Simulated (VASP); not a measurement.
```xyz
2
Lattice="1.4834 -2.5692 0.0000 1.4834 2.5692 0.0000 0.0000 0.0000 4.7098" Properties=species:S:1:pos:R:3 pbc="T T T"
Ti     1.4834     0.8564     1.1775
Ti     1.4834    -0.8564     3.5324
```

Computed with vdW-DF2, VASP's PBE PAW potentials (set 64) (plane waves; VASP). Numerical set-up: 520 eV cut-off, 16×16×9 Γ-centred mesh, tetrahedra with Blöchl corrections, potentials Ti_sv.

Question: The job: Ti (hcp), 2 atoms, vdW-DF2, static run, 520 eV, 16×16×9 Γ-centred mesh. Roughly how much core time does it take on a busy server core?

Answer: About 70 core-seconds (one run on a shared machine, a rough figure). It had 150 irreducible k-points, 16 bands, up to 1002 plane waves and 16 electronic steps.

The compound is Ti in the hcp structure. It was relaxed first.
